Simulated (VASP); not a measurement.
# MnO2 (Pyrolusite): hyperfine terms and field gradients

Aim: the hyperfine contact terms and the field gradients at the nuclei of MnO2 (Pyrolusite), by functional. The start is a cell from a database of measured crystal structures.

Program: VASP 6.6.1. Level of theory: PBE, DFT+U (Mn d 4.5 eV), spin-polarised from a ferromagnetic start; plane waves and PAW (Mn_pv, O), in the first sound run; inputs show where later runs differ. Results are calculated unless marked as measured.

Report form: the programs' logs are mostly left out.

### 1. The starting structure

Symmetry: P4_2/mnm, No. 136, tetragonal system. The conventional cell has a = 4.398 Å, b = 4.398 Å, c = 2.873 Å, α = 90.00°, β = 90.00°, γ = 90.00°. Nearest to Mn lie 6 O at 1.88 to 1.90 Å. Nearest to O lie 3 Mn at 1.88 to 1.90 Å. Farther neighbours and most contacts between anions are not listed.

### 2. Local probes at PBE

Field gradients probe the charge near the nuclei, so LASPH is on and the cutoff is at least 1.4 times the default of the data sets; this run is at PBE. LHYPERFINE adds the spin density at the nuclei, with NGYROMAG = 1 for all, so that values scale to any isotope.

INCAR reads:

```
SYSTEM = MnO2
PREC = Accurate
ENCUT = 560
EDIFF = 1E-07
NELM = 100
ISMEAR = -1
SIGMA = 0.05
LREAL = .FALSE.
ALGO = Normal
GGA = PE
NBANDS = 39
ISPIN = 2
MAGMOM = 4 4 0 0 0 0
LDAU = .TRUE.
LDAUTYPE = 2
LDAUL = 2 -1
LDAUU = 4.5 0
LDAUJ = 0 0
LDAUPRINT = 1
LASPH = .TRUE.
LMAXMIX = 4
LORBIT = 11
LWAVE = .FALSE.
LCHARG = .FALSE.
KPAR = 4
LEFG = .TRUE.
ICORELEVEL = 1
LHYPERFINE = .TRUE.
NGYROMAG = 1 1
```

POSCAR reads:

```
MnO2
1.0
    4.3983000000      0.0000000000      0.0000000000
    0.0000000000      4.3983000000      0.0000000000
    0.0000000000      0.0000000000      2.8730000000
Mn O
2 4
Direct
    0.5000000000      0.5000000000      0.5000000000
    0.0000000000      0.0000000000      0.0000000000
    0.8051500000      0.1948500000      0.5000000000
    0.6948500000      0.6948500000      0.0000000000
    0.1948500000      0.8051500000      0.5000000000
    0.3051500000      0.3051500000      0.0000000000
```

KPOINTS reads:

```
Automatic mesh
0
Gamma
6 6 10
0 0 0
```

PAW data sets: Mn_pv and O (PBE family, release 64).

On the command line:

```console
$ mpirun -np 4 vasp_std
```

The job ended after 56 s (4 MPI ranks of AMD EPYC 9R45, shared host; peak memory 1.2 GiB).

The magnetic state follows from one typed start and may not be the lowest. These are scalar-relativistic Kohn-Sham levels of the ground state, with no core hole, so they are not binding energies. The atoms bear forces, and field gradients depend strongly on their positions.

Numbers from this step:

```yaml
free_energy_toten: -41.49 eV
energy_at_zero_smearing: -41.49 eV
fermi_energy: 5.099 eV
pressure: 12.93 GPa
moment_of_the_cell_from_the_last_line_of_the_log: 6.027 μB
```

Spin moment in the PAW sphere by atom:

```
atom  spin moment in the PAW sphere (μB)
 Mn1                                3.07
 Mn2                                3.07
  O3                               -0.06
  O4                               -0.06
  O5                               -0.06
  O6                               -0.06
```

For a gyromagnetic ratio of 1 MHz/T at every nucleus. The program has divided the terms by the spin of the whole cell, so they fall as a cell holds more magnetic ions. A_tot leaves out the core's term, which the program lists beside it. Hyperfine Fermi contact, by row:

```
atom  A_tot (MHz)  core term A_1c (MHz)  contact term, their sum (MHz)
 Mn1        7.582                -12.31                          -4.73
 Mn2        7.582                -12.31                          -4.73
  O3       -0.424                   0.2                         -0.224
  O4       -0.424                   0.2                         -0.224
  O5       -0.424                   0.2                         -0.224
  O6       -0.424                   0.2                         -0.224
```

The two shallowest core shells; atoms whose shallowest level rounds to another's at 0.01 eV are left out. Core levels, by row:

```
atom  shell  level below the Fermi level (eV)
 Mn1     2p                             625.7
 Mn1     3s                             80.52
  O3     1s                             505.1
```

Ordered as |Vzz| ≥ |Vxx| ≥ |Vyy|, the program's way. Electric field gradients, by row:

```
atom  Vxx (V/Å²)  Vyy (V/Å²)  Vzz (V/Å²)  asymmetry
 Mn1       14.98       0.234      -15.22      0.969
 Mn2       14.98       0.234      -15.22      0.969
  O3       77.74       45.46      -123.2      0.262
  O4       77.74       45.46      -123.2      0.262
  O5       77.74       45.46      -123.2      0.262
  O6       77.74       45.46      -123.2      0.262
```

The largest gradient is -123.2 V/Å², at O3.

### 3. Local probes at r2SCAN

This step: r2SCAN, DFT+U (Mn d 4.5 eV), spin-polarised from a ferromagnetic start; plane waves and PAW (Mn_pv, O) (VASP 6.6.1).

Field gradients probe the charge near the nuclei, so LASPH is on and the cutoff is at least 1.4 times the default of the data sets; this run is at r2SCAN. LHYPERFINE adds the spin density at the nuclei, with NGYROMAG = 1 for all, so that values scale to any isotope.

Edit INCAR of step 2 so:

```diff
@@ -9,3 +9,4 @@
 ALGO = Normal
-GGA = PE
+METAGGA = R2SCAN
+LASPH = .TRUE.
 NBANDS = 39
@@ -19,3 +20,2 @@
 LDAUPRINT = 1
-LASPH = .TRUE.
 LMAXMIX = 4
@@ -26,3 +26,2 @@
 LEFG = .TRUE.
-ICORELEVEL = 1
 LHYPERFINE = .TRUE.
```

POSCAR is that of step 2.

KPOINTS is that of step 2.

On the command line:

```console
$ mpirun -np 4 vasp_std
```

It took 3 min on 4 MPI ranks; peak memory 1.3 GiB; 12 min of CPU time.

The PAW data sets were made with PBE, which is usual practice but a small mismatch for other functionals.

This step gave:

| Item | Value |
| --- | --- |
| free energy (TOTEN) | -59.5560 eV |
| energy at zero smearing | -59.5551 eV |
| Fermi energy | 4.737 eV |
| pressure | 7.347 GPa |
| moment of the cell, from the last line of the log | 6.021 μB |

Spin moment in the PAW sphere by atom:

```
atom  spin moment in the PAW sphere (μB)
 Mn1                                3.18
 Mn2                                3.18
  O3                               -0.10
  O4                               -0.10
  O5                               -0.10
  O6                               -0.10
```

For a gyromagnetic ratio of 1 MHz/T at every nucleus. The program has divided the terms by the spin of the whole cell, so they fall as a cell holds more magnetic ions. A_tot leaves out the core's term, which the program lists beside it. Hyperfine Fermi contact, by row:

```
atom  A_tot (MHz)  core term A_1c (MHz)  contact term, their sum (MHz)
 Mn1        8.653                -12.95                           -4.3
 Mn2        8.653                -12.95                           -4.3
  O3       -0.835                 0.434                         -0.401
  O4       -0.835                 0.434                         -0.401
  O5       -0.835                 0.434                         -0.401
  O6       -0.835                 0.434                         -0.401
```

Ordered as |Vzz| ≥ |Vxx| ≥ |Vyy|, the program's way. Electric field gradients, by row:

```
atom  Vxx (V/Å²)  Vyy (V/Å²)  Vzz (V/Å²)  asymmetry
 Mn1       16.75       1.658      -18.41       0.82
 Mn2       16.75       1.658      -18.41       0.82
  O3       80.25       49.35      -129.6      0.238
  O4       80.25       49.35      -129.6      0.238
  O5       80.25       49.35      -129.6      0.238
  O6       80.25       49.35      -129.6      0.238
```

The largest gradient is -129.6 V/Å², at O3.

### 4. Summary

This step: electric field gradients, PBE, r2SCAN; plane waves and PAW (VASP 6.6.1).

This step runs nothing: it gathers the runs above.

Cost is wall time times ranks on a shared host. EFG, by row:

```
functional  Vzz Mn1 (V/Å²)  Vzz Mn2 (V/Å²)  Vzz O3 (V/Å²)  Vzz O4 (V/Å²)  Vzz O5 (V/Å²)  Vzz O6 (V/Å²)  cost (core minutes)
       PBE          -15.22          -15.22         -123.2         -123.2         -123.2         -123.2                 3.73
    r2SCAN          -18.41          -18.41         -129.6         -129.6         -129.6         -129.6                 12.2
```

### 5. Summary of results

- PBE: largest |Vzz| 123 V/Å²
- r2SCAN: largest |Vzz| 130 V/Å²

What this shows: The largest field gradient is that at O3, Vzz = -123 V/Å² at PBE, with an asymmetry of 0.26. On that site the functionals span -130 to -123 V/Å², at costs of 3.7 to 12 core minutes. The Hubbard term of the inputs acts at every level. The largest contact term, with the core's share, for a gyromagnetic ratio of 1 MHz/T and divided by the spin of the whole cell: -4.73 MHz on Mn1 at PBE and -4.3 MHz on Mn1 at r2SCAN. At magnetic ions the core's share is large and depends on the functional. The values belong to the ordered state computed here. For isotopes with a quadrupole moment, the coupling follows from Vzz times that moment. Kohn-Sham core levels are too shallow against measured binding energies; only differences between inequivalent sites of one element, where there are any, carry meaning. The given cell is kept, although it stands at +12.9 GPa at PBE and ENCUT = 560 eV, which holds the mismatch of the given cell with this functional, any error of the entry itself and any basis-set error. The atoms weren't relaxed and carry forces of up to 0.12 eV/Å at PBE, so the numbers belong to the given coordinates, and a relaxation would change them. All of it rests on one ferromagnetic start, which may not be the order of the real compound, and on the typed U. Not tabulated here, as repeats of values shown or as unfit to read for their mesh, reference level or band range: hyperfine terms (local probes).

[Lines on the potential files, build, host, timing and source positions are cut from VASP's logs without a mark.]

[Logs are printed without paths, hosts, clocks, repeated set-up lines and the standing remarks that a program may print on its own settings, such as how far it seeks lower states.]

[Hosts, paths, dates, database ids (printed as entryN), source tags and the programs' standing remarks are cut or masked in the printed files.]
